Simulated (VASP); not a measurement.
Elastic constants (GPa) of a crystal from PBEsol GGA, VASP's PBE PAW potentials (set 64) (VASP):

```json
[
 {"": "xx", "xx": "34.5", "yy": "13.3", "zz": "13.3", "yz": "0.0", "xz": "0.0", "xy": "0.0"},
 {"": "yy", "xx": "13.3", "yy": "34.5", "zz": "13.3", "yz": "0.0", "xz": "0.0", "xy": "0.0"},
 {"": "zz", "xx": "13.3", "yy": "13.3", "zz": "34.5", "yz": "0.0", "xz": "0.0", "xy": "0.0"},
 {"": "yz", "xx": "0.0", "yy": "0.0", "zz": "0.0", "yz": "12.0", "xz": "0.0", "xy": "0.0"},
 {"": "xz", "xx": "0.0", "yy": "0.0", "zz": "0.0", "yz": "0.0", "xz": "12.0", "xy": "0.0"},
 {"": "xy", "xx": "0.0", "yy": "0.0", "zz": "0.0", "yz": "0.0", "xz": "0.0", "xy": "12.0"}
]
```

Question: Work out the Voigt, Reuss and Hill moduli, Young's modulus and Poisson's ratio.

Answer: All eigenvalues are positive (smallest 12.0 GPa), so the crystal is stable. K_V = (C11+C22+C33+2(C12+C13+C23))/9 = (103.5 + 2×39.9)/9 = 20.4 GPa; G_V = (103.5 − 39.9 + 3×36.0)/15 = 11.4 GPa. From the compliances, K_R = 20.4 GPa and G_R = 11.4 GPa. Hill: K = 20.4 GPa, G = 11.4 GPa, E = 9KG/(3K+G) = 28.9 GPa, ν = (3K−2G)/(2(3K+G)) = 0.264. K/G = 1.78, above Pugh's 1.75; universal anisotropy A^U = 0.02.

Question: With a density of 3.03 g/cm³, what are the mean sound speeds?

Answer: v_l = √((K+4G/3)/ρ) = 3.43 km/s and v_t = √(G/ρ) = 1.94 km/s. The crystal is Na$_{2}$Te (space group Fm-3m), cubic.

The structure comes from a computed database's Na2Te entry (Fm-3m); how it stands against other phases isn't given here. It was relaxed first.
